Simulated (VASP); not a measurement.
Input:

```yaml
crystal:
  lattice:
    - [3.59130, 0.00000, 0.00000]
    - [0.00000, 3.59130, 0.00000]
    - [0.00000, 0.00000, 3.59130]
  atoms:
    - { symbol: Al, position: [0.00000, 0.00000, 0.00000] }
    - { symbol: Ni, position: [0.00000, 0.50000, 0.50000], spin: 0.3 }
    - { symbol: Ni, position: [0.50000, 0.00000, 0.50000], spin: 0.3 }
    - { symbol: Ni, position: [0.50000, 0.50000, 0.00000], spin: 0.3 }
```

Calculation: PBE GGA with D3 dispersion (zero damping), VASP's PBE PAW potentials (set 64) (plane waves; VASP). Numerical set-up: 520 eV cut-off, 9×9×9 Γ-centred mesh, first-order Methfessel-Paxton smearing of 0.10 eV, potentials Al Ni.

### Question
Give the stress tensor in GPa (positive for a compressed cell).

### Answer

```
-9.89   0.00   0.00
 0.00  -9.89   0.00
 0.00   0.00  -9.89
```
The pressure is its mean diagonal, -9.89 GPa.

The compound is Ni3Al in the L1_2 structure. This cell is one point of a volume scan, at 1.06 of the reference volume.
